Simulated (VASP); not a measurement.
# WS2 (Tungstenite) with rev-vdW-DF2: from relaxation to properties, part 7 of 8

How well does rev-vdW-DF2 reproduce what experiment finds for WS2 (Tungstenite)? The cell is relaxed first, and properties follow on it. The start is a cell from a database of measured crystal structures.

VASP 6.6.1, plane waves and PAW; the level of theory is named at each step.

Still holding for the runs below: Spin-orbit coupling is off here; with elements this heavy it splits and shifts levels by tenths of an eV or more.

So far, gap on the k-mesh (eV): step 2 (full relaxation (rev-vdW-DF2)) 1.03; step 8 (independent-particle dielectric function (rev-vdW-DF2)) 1.000; step 9 (optical spectrum (rev-vdW-DF2)) 1.00; step 10 (core-level energies (rev-vdW-DF2)) 1.03; step 12 (starting orbitals for the hybrid, PBEsol) 1.03.

## (13) Bands along the symmetry lines (HSE06)

This step: HSE06; plane waves and PAW (W, S) (VASP 6.6.1).

HSE06 mixes in a quarter of exact exchange at short range, at far higher cost; in semiconductors this cures much of the gap error, while metals seldom gain.

Input file INCAR:

```
SYSTEM = WS2
PREC = Accurate
ENCUT = 400
EDIFF = 1E-06
NELM = 100
ISMEAR = 0
SIGMA = 0.05
LREAL = .FALSE.
ALGO = Normal
LHFCALC = .TRUE.
AEXX = 0.25
GGA = PE
HFSCREEN = 0.2
LASPH = .TRUE.
NBANDS = 24
PRECFOCK = Fast
LORBIT = 11
LWAVE = .FALSE.
LCHARG = .FALSE.
KPAR = 4
```

Input file POSCAR:

```
WS2
1.0
    3.1666065991      0.0000000000      0.0000000000
   -1.5833032995      2.7423617586      0.0000000000
    0.0000000000      0.0000000000     12.3604180458
W S
2 4
Direct
    0.3333333333      0.6666666667      0.2500000000
    0.6666666667      0.3333333333      0.7500000000
    0.3333333333      0.6666666667      0.6223351266
    0.6666666667      0.3333333333      0.1223351266
    0.3333333333      0.6666666667      0.8776648734
    0.6666666667      0.3333333333      0.3776648734
```

Input file KPOINTS:

```
Automatic mesh
0
Gamma
5 5 2
0 0 0
```

Input file KPOINTS_OPT:

```
Line mode
6
Line-mode
Reciprocal
  0.00000000   0.00000000   0.00000000 GAMMA
  0.50000000   0.00000000   0.00000000 M

  0.50000000   0.00000000   0.00000000 M
  0.33333333   0.33333333   0.00000000 K

  0.33333333   0.33333333   0.00000000 K
  0.00000000   0.00000000   0.00000000 GAMMA

  0.00000000   0.00000000   0.00000000 GAMMA
  0.00000000   0.00000000   0.50000000 A

  0.00000000   0.00000000   0.50000000 A
  0.50000000   0.00000000   0.50000000 L

  0.50000000   0.00000000   0.50000000 L
  0.33333333   0.33333333   0.50000000 H

  0.33333333   0.33333333   0.50000000 H
  0.00000000   0.00000000   0.50000000 A

  0.50000000   0.00000000   0.50000000 L
  0.50000000   0.00000000   0.00000000 M

  0.33333333   0.33333333   0.00000000 K
  0.33333333   0.33333333   0.50000000 H
```

PAW data sets: W and S (PBE family, release 64).

The WAVECAR or CHGCAR of an earlier step is read.

Started as:

```sh
> mpirun -np 4 vasp_std
```

Log:

```text
[banner, memory and clock lines left out]
running    4 mpi-ranks, on    1 nodes
 distrk:  each k-point on    1 cores,    4 groups
 distr:  one band on    1 cores,    1 groups

 POSCAR found type information on POSCAR W S
 POSCAR found :  2 types and       6 ions
 LDA part: xc-table for (Slater+PW92), standard interpolation
 found WAVECAR, reading the header
 POSCAR, INCAR and KPOINTS ok, starting setup
 FFT: planning ... GRIDC
 FFT: planning ... GRID_SOFT
 FFT: planning ... GRID
 reading WAVECAR
 the WAVECAR file was read successfully
 initial charge from wavefunction
 entering main loop
       N       E                     dE             d eps       ncg     rms          rms(c)
DAV:   1    -0.565444553319E+02   -0.56544E+02   -0.20417E+00   488   0.143E+01    0.118E+01
DAV:   2    -0.565203561754E+02    0.24099E-01   -0.13410E-01   568   0.226E+00    0.669E+00
DAV:   3    -0.565246973007E+02   -0.43411E-02   -0.44081E-02   640   0.107E+00    0.386E+00
DAV:   4    -0.565223843594E+02    0.23129E-02   -0.50702E-03   592   0.480E-01    0.239E+00
DAV:   5    -0.565223879080E+02   -0.35486E-05   -0.33444E-03   624   0.281E-01    0.146E+00
DAV:   6    -0.565223362029E+02    0.51705E-04   -0.33387E-04   584   0.144E-01    0.806E-01
DAV:   7    -0.565223264001E+02    0.98028E-05   -0.16309E-04   664   0.748E-02    0.455E-01
DAV:   8    -0.565223246212E+02    0.17789E-05   -0.25987E-05   616   0.320E-02    0.277E-01
DAV:   9    -0.565223241430E+02    0.47819E-06   -0.10265E-05   648   0.174E-02    0.168E-01
DAV:  10    -0.565223256432E+02   -0.15002E-05   -0.15754E-06   448   0.864E-03    0.965E-02
DAV:  11    -0.565223265484E+02   -0.90518E-06   -0.53121E-07   344   0.514E-03
   1 F= -.56522327E+02 E0= -.56522327E+02  d E =-.134199E-12
 Start KPOINTS_OPT (optional k-point list driver)
k-point batch [1-10\54]
       N       E                     dE             ncg
DAV:   1     0.204222323520E+04   -0.61663E+04      480
DAV:   2     0.139188284943E+01   -0.20408E+04      592
DAV:   3    -0.269790551208E+03   -0.27118E+03      616
DAV:   4    -0.285194295850E+03   -0.15404E+02      656
DAV:   5    -0.285842841775E+03   -0.64855E+00      672
DAV:   6    -0.285877032043E+03   -0.34190E-01      688
DAV:   7    -0.285879367216E+03   -0.23352E-02      632
DAV:   8    -0.285879564226E+03   -0.19701E-03      552
DAV:   9    -0.285879584097E+03   -0.19871E-04      424
DAV:  10    -0.285879586324E+03   -0.22269E-05      400
DAV:  11    -0.285879586603E+03   -0.27963E-06      416
[...]
k-point batch [51-54\54]
       N       E                     dE             ncg
DAV:   1     0.816268032534E+04   -0.46310E+04      192
DAV:   2     0.739739443627E+04   -0.76529E+03      232
DAV:   3     0.730344588205E+04   -0.93949E+02      256
DAV:   4     0.729997845471E+04   -0.34674E+01      248
DAV:   5     0.729990868672E+04   -0.69768E-01      256
DAV:   6     0.729990645818E+04   -0.22285E-02      240
DAV:   7     0.729990636778E+04   -0.90396E-04      240
DAV:   8     0.729990636391E+04   -0.38721E-05      200
DAV:   9     0.729990636377E+04   -0.14243E-06      160
```

Run time: 20 min. Hardware: 4 MPI ranks of AMD EPYC 9R14 (Zen 4), shared host; peak memory 1.3 GiB.

OUTCAR, selected parts (step 13):

```text
   k-points           NKPTS =     10   k-points in BZ     NKDIM =     50   number of bands    NBANDS=     24

   NELECT =      36.0000    total number of electrons

  exchange ACFDT corr.  =         0.00000000  see jH, gK, PRB 81, 115126

 E-fermi :   6.0896

 k-point     1 :       0.0000    0.0000    0.0000
  band No.  band energies     occupation
    ...
     14       3.5043      2.00000
     15       3.5043      2.00000
     16       4.1283      2.00000
     17       4.5774      2.00000
     18       5.8542      2.00000
     19       8.8901      0.00000
     20       8.8907      0.00000
     21       8.9014      0.00000
     22       8.9039      0.00000
     23       8.9176      0.00000
    ...

 POSITION                                       TOTAL-FORCE (eV/Angst)
 -----------------------------------------------------------------------------------
     -0.00000      1.82824      3.09010         0.000000     -0.000000     -0.000000
      1.58330      0.91412      9.27031        -0.000000      0.000000     -0.000000
     -0.00000      1.82824      7.69232        -0.000000      0.000000      0.796036
      1.58330      0.91412      1.51211         0.000000     -0.000000      0.796036
     -0.00000      1.82824     10.84830        -0.000000      0.000000     -0.796036
      1.58330      0.91412      4.66810         0.000000     -0.000000     -0.796036
 -----------------------------------------------------------------------------------
    total drift:                               -0.000005     -0.000002     -0.000050

  FREE ENERGIE OF THE ION-ELECTRON SYSTEM (eV)
  ---------------------------------------------------
  free  energy   TOTEN  =       -56.5223265484 eV

  energy  without entropy=      -56.5223265484  energy(sigma->0) =      -56.52232655

[... 8 parts as in an earlier step ...]

[... 8 further parts left out ...]
```

This step gave:

* SCF cycles: 11
* free energy (TOTEN): -56.5223 eV
* Fermi energy: 6.090 eV
* least gap on mesh and path: 1.623 eV
* least direct gap on mesh and path: 2.282 eV
* least direct gap at k: 0.3333, 0.3333, 0

The electronic bands at the labelled points (eV, zero at the valence-band top; v1 is the highest filled band, c1 the lowest empty one):

```
          point     v4     v3     v2     v1    c1    c2    c3    c4
              Γ  -2.35  -1.73  -1.28   0.00  3.04  3.04  3.05  3.06
0.60 of the way  -2.54  -2.44  -2.07  -1.83  2.11  2.48  2.69  3.03
              M  -2.18  -1.96  -1.90  -1.70  2.96  3.01  3.28  3.59
0.60 of the way  -3.42  -3.00  -1.14  -0.88  2.36  2.42  3.20  3.76
              K  -3.33  -3.33  -0.70  -0.49  1.80  1.80  2.78  4.11
0.40 of the way  -2.51  -2.50  -1.61  -1.60  1.62  2.66  3.04  3.05
              Γ  -2.35  -1.73  -1.28   0.00  3.04  3.05  3.05  3.06
0.40 of the way  -2.36  -2.19  -0.91  -0.05  3.03  3.04  3.05  3.07
              A  -2.38  -2.38  -0.34  -0.34  3.03  3.03  3.06  3.07
0.60 of the way  -2.60  -2.60  -1.91  -1.91  2.51  2.51  2.58  2.58
              L  -2.07  -2.07  -1.78  -1.78  2.98  2.98  3.46  3.46
0.40 of the way  -3.20  -3.20  -1.24  -1.24  2.74  2.74  3.55  3.55
              H  -3.52  -3.52  -0.61  -0.61  1.80  1.80  3.35  3.35
0.60 of the way  -2.20  -2.20  -1.42  -1.42  2.12  2.12  2.74  2.74
              A  -2.38  -2.38  -0.34  -0.34  3.03  3.03  3.05  3.10
      jump to L  -2.07  -2.07  -1.78  -1.78  2.98  2.98  3.46  3.46
0.60 of the way  -2.16  -1.98  -1.87  -1.71  2.97  3.01  3.32  3.57
              M  -2.18  -1.96  -1.90  -1.70  2.96  3.01  3.28  3.59
      jump to K  -3.33  -3.33  -0.70  -0.49  1.80  1.80  2.78  4.11
0.60 of the way  -3.44  -3.44  -0.67  -0.54  1.80  1.80  3.00  3.75
              H  -3.52  -3.52  -0.61  -0.61  1.80  1.80  3.35  3.35
```

The largest weight of each band there:

| point | v4 | v3 | v2 | v1 | c1 | c2 | c3 | c4 |
| --- | --- | --- | --- | --- | --- | --- | --- | --- |
| Γ | W 0.59 | S 0.89 | W 0.87 | W 0.74 | S 0.55 | S 0.52 | W 0.58 | W 0.57 |
| M | S 0.79 | S 0.78 | W 0.74 | W 0.78 | W 0.98 | W 0.97 | W 0.91 | W 0.92 |
| K | S 0.65 | S 0.65 | W 0.85 | W 0.82 | W 0.96 | W 0.96 | W 0.83 | W 0.82 |
| Γ | W 0.59 | S 0.89 | W 0.87 | W 0.74 | S 0.55 | W 0.56 | W 0.53 | W 0.57 |
| A | W 0.59 | W 0.59 | W 0.71 | W 0.71 | W 0.56 | W 0.56 | W 0.54 | W 0.53 |
| L | S 0.78 | S 0.78 | W 0.76 | W 0.76 | W 0.97 | W 0.97 | W 0.91 | W 0.91 |

Force by atom:

```csv
atom,x (eV/Å),y (eV/Å),z (eV/Å),size
W1,0.000,0.000,0.000,0.000
W2,0.000,0.000,0.000,0.000
S3,0.000,0.000,0.796,0.796
S4,0.000,0.000,0.796,0.796
S5,0.000,0.000,-0.796,0.796
S6,0.000,0.000,-0.796,0.796
```

The gap moves by +0.67 eV against rev-vdW-DF2, which ran on another mesh.

On this path the gap is indirect, 1.62 eV, with the valence top at Γ and the conduction bottom between K and Γ. The least direct gap is 2.28 eV.

## (14) Bands along the symmetry lines (TB-mBJ)

This step: TB-mBJ; plane waves and PAW (W, S) (VASP 6.6.1).

Levels along the symmetry lines show where the bands peak and cross; KPOINTS_OPT computes them in the converged potential. TB-mBJ is a local potential fitted to gaps: it costs far less than a hybrid but gives no energy.

Input file INCAR:

```
SYSTEM = WS2
PREC = Accurate
ENCUT = 400
EDIFF = 1E-06
NELM = 150
ISMEAR = 0
SIGMA = 0.05
LREAL = .FALSE.
ALGO = Normal
METAGGA = MBJ
LASPH = .TRUE.
NBANDS = 34
LORBIT = 11
LWAVE = .FALSE.
LCHARG = .FALSE.
KPAR = 4
```

POSCAR is that of step 13.

Input file KPOINTS:

```
Automatic mesh
0
Gamma
10 10 3
0 0 0
```

Edit KPOINTS_OPT of step 13 so:

```diff
@@ -1,3 +1,3 @@
 Line mode
-6
+16
 Line-mode
```

Started as:

```sh
> mpirun -np 4 vasp_std
```

Log:

```text
[banner, memory and clock lines left out]
running    4 mpi-ranks, on    1 nodes
 distrk:  each k-point on    1 cores,    4 groups
 distr:  one band on    1 cores,    1 groups

 POSCAR found type information on POSCAR W S
 POSCAR found :  2 types and       6 ions
 [... a notice as in an earlier step ...]

 LDA part: xc-table for (None), standard interpolation
 POSCAR, INCAR and KPOINTS ok, starting setup
 FFT: planning ... GRIDC
 FFT: planning ... GRID_SOFT
 FFT: planning ... GRID
 WAVECAR not read
 entering main loop
       N       E                     dE             d eps       ncg     rms          rms(c)
DAV:   1     0.195358808686E+04    0.19536E+04   -0.13465E+04  1904   0.763E+02
DAV:   2     0.177752826524E+04   -0.17606E+03   -0.16479E+03  2332   0.195E+02
DAV:   3     0.176666745794E+04   -0.10861E+02   -0.10707E+02  2448   0.470E+01
DAV:   4     0.176654153373E+04   -0.12592E+00   -0.12572E+00  2432   0.557E+00
DAV:   5     0.176653993440E+04   -0.15993E-02   -0.15987E-02  2486   0.612E-01    0.642E+01
DAV:   6     0.177273612445E+04    0.61962E+01   -0.28657E+01  2340   0.259E+01    0.268E+01
DAV:   7     0.177461197393E+04    0.18758E+01   -0.56006E+00  2426   0.125E+01    0.220E+01
DAV:   8     0.177772678645E+04    0.31148E+01   -0.46349E+00  2458   0.162E+01    0.133E+01
DAV:   9     0.177939278425E+04    0.16660E+01   -0.58056E+00  2342   0.157E+01    0.657E+00
DAV:  10     0.177974609571E+04    0.35331E+00   -0.25057E+00  2218   0.112E+01    0.883E+00
DAV:  11     0.178048068283E+04    0.73459E+00   -0.20056E+00  2240   0.101E+01    0.378E+00
DAV:  12     0.177947791235E+04   -0.10028E+01   -0.93470E-01  2098   0.588E+00    0.400E+00
DAV:  13     0.177958135357E+04    0.10344E+00   -0.27560E-01  2080   0.321E+00    0.396E+00
DAV:  14     0.177956515707E+04   -0.16196E-01   -0.59576E-02  2050   0.123E+00    0.322E+00
DAV:  15     0.177965568655E+04    0.90529E-01   -0.87564E-03  2174   0.468E-01    0.252E+00
DAV:  16     0.177966633534E+04    0.10649E-01   -0.75555E-04  2514   0.180E-01    0.247E+00
DAV:  17     0.177971449424E+04    0.48159E-01   -0.13398E-01  2414   0.220E+00    0.228E+00
DAV:  18     0.177989271655E+04    0.17822E+00   -0.91855E-02  2112   0.127E+00    0.211E+00
DAV:  19     0.177989592935E+04    0.32128E-02   -0.72835E-03  2102   0.435E-01    0.247E+00
DAV:  20     0.177987231266E+04   -0.23617E-01   -0.23748E-03  2488   0.324E-01    0.271E+00
DAV:  21     0.177983775135E+04   -0.34561E-01   -0.30362E-03  2018   0.251E-01    0.378E+00
DAV:  22     0.177988263249E+04    0.44881E-01   -0.35818E-03  2234   0.296E-01    0.293E+00
DAV:  23     0.177995511977E+04    0.72487E-01   -0.24989E-02  2360   0.921E-01    0.115E+00
DAV:  24     0.177988744417E+04   -0.67676E-01   -0.42394E-02  2250   0.137E+00    0.222E+00
DAV:  25     0.177992495818E+04    0.37514E-01   -0.19887E-02  2140   0.907E-01    0.170E+00
DAV:  26     0.177988430454E+04   -0.40654E-01   -0.83160E-03  2150   0.655E-01    0.196E+00
DAV:  27     0.177988220190E+04   -0.21026E-02   -0.56515E-03  2224   0.537E-01    0.135E+00
DAV:  28     0.177985915122E+04   -0.23051E-01   -0.26534E-03  1970   0.205E-01    0.125E+00
DAV:  29     0.177985988787E+04    0.73665E-03   -0.49645E-04  2468   0.146E-01    0.111E+00
DAV:  30     0.177986126161E+04    0.13737E-02   -0.14460E-03  2480   0.194E-01    0.940E-01
[...]
DAV:  52     0.177983638874E+04    0.11423E-03   -0.85628E-08   976   0.183E-03    0.128E-03
DAV:  53     0.177983636585E+04   -0.22894E-04   -0.65682E-08   976   0.119E-03    0.824E-04
DAV:  54     0.177983634546E+04   -0.20388E-04   -0.12435E-08   976   0.574E-04    0.985E-04
DAV:  55     0.177983635762E+04    0.12163E-04   -0.20259E-08   976   0.896E-04    0.225E-04
DAV:  56     0.177983635176E+04   -0.58621E-05   -0.13100E-08   976   0.584E-04    0.288E-04
DAV:  57     0.177983635791E+04    0.61472E-05   -0.33518E-09   976   0.365E-04    0.166E-04
DAV:  58     0.177983635581E+04   -0.20931E-05   -0.13830E-09   972   0.218E-04    0.139E-04
DAV:  59     0.177983636065E+04    0.48320E-05   -0.52740E-10   970   0.142E-04    0.119E-04
DAV:  60     0.177983636266E+04    0.20137E-05   -0.28937E-10   970   0.893E-05    0.939E-05
DAV:  61     0.177983635754E+04   -0.51185E-05   -0.96563E-11   970   0.558E-05    0.133E-04
DAV:  62     0.177983636145E+04    0.39062E-05   -0.58094E-11   968   0.453E-05    0.978E-05
DAV:  63     0.177983636185E+04    0.39994E-06   -0.41697E-11   964   0.498E-05
   1 F= 0.17798364E+04 E0= 0.17798364E+04  d E =-.678865E-15
 Start KPOINTS_OPT (optional k-point list driver)
k-point batch [1-28\144]
       N       E                     dE             ncg
DAV:   1     0.538545051714E+04   -0.18680E+05     1904
DAV:   2     0.479074732386E+03   -0.49064E+04     2336
DAV:   3     0.207709003524E+03   -0.27137E+03     2408
DAV:   4     0.204979584754E+03   -0.27294E+01     2416
DAV:   5     0.204945282052E+03   -0.34303E-01     2440
DAV:   6     0.204944609058E+03   -0.67299E-03     2544
DAV:   7     0.204944593373E+03   -0.15685E-04     2432
DAV:   8     0.204944593001E+03   -0.37225E-06     1776
[...]
k-point batch [141-144\144]
       N       E                     dE             ncg
DAV:   1     0.309662831859E+05   -0.44936E+04      272
DAV:   2     0.303119752772E+05   -0.65431E+03      324
DAV:   3     0.302740870512E+05   -0.37888E+02      324
DAV:   4     0.302736461151E+05   -0.44094E+00      336
DAV:   5     0.302736404058E+05   -0.57093E-02      352
DAV:   6     0.302736403421E+05   -0.63681E-04      336
DAV:   7     0.302736403408E+05   -0.12870E-05      352
DAV:   8     0.302736403408E+05   -0.23865E-07      214
```

Run time: 3.1 min. Hardware: 4 MPI ranks; peak memory 1.1 GiB; 11 min of CPU time.

(Part 7 of 8 ends here.)

[Lines on the potential files, build, host, timing and source positions are cut from VASP's logs without a mark.]

[Logs are printed without paths, hosts, clocks, repeated set-up lines and the standing remarks that a program may print on its own settings, such as how far it seeks lower states.]

[Hosts, paths, dates, database ids (printed as entryN), source tags and the programs' standing remarks are cut or masked in the printed files.]

[Measured values are set beside computed ones only where the two were judged alike; some that the calculation misses by far are left out.]
